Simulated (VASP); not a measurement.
Here is a VASP 6.6.1 calculation.

File INCAR:

```
SYSTEM = LiSiP
PREC = Accurate
ENCUT = 600
EDIFF = 1E-6
ISMEAR = 0
SIGMA = 0.05
LREAL = .FALSE.
LASPH = .TRUE.
NELM = 100
ALGO = Normal
ISIF = 3
LWAVE = .FALSE.
LCHARG = .FALSE.
GGA = PE
IBRION = 2
NSW = 40
EDIFFG = -0.01
```

KPOINTS

```
Automatic mesh
0
G
  9 9 5
  0 0 0
```

POSCAR

```
LiSiP
1.0
    2.0288322600     -2.1599019800      0.0000000000
    2.0288322600      2.1599019800      0.0000000000
    0.0000000000      0.0000000000      5.4450453500
Li Si P
1 1 1
Direct
    0.5000000000      0.5000000000      0.5000000000
    0.5000000000      0.5000000000      0.0000000000
    0.0000000000      0.0000000000      0.0000000000
```

Potentials or basis: VASP PAW PBE potentials, release 64 (Li_sv, Si, P).

Launch:

```console
$ cat potpaw_PBE.64/Li_sv/POTCAR potpaw_PBE.64/Si/POTCAR potpaw_PBE.64/P/POTCAR > POTCAR
$ mpirun -np 1 vasp_std > vasp.out
```

Predict the band gap on the k mesh.

none (metal or under the smearing width).

What does it give for the space group after relaxing (to 0.05 Å)?

Cmmm (No. 65).

Final structure:
```
Li Si P
1.0
     2.40900   -2.38780    0.00000
     2.40900    2.38780    0.00000
     0.00000    0.00000    5.00378
Li Si P
1 1 1
Direct
  0.50000 0.50000 0.50000
  0.50000 0.50000 0.00000
  0.00000 0.00000 0.00000
```
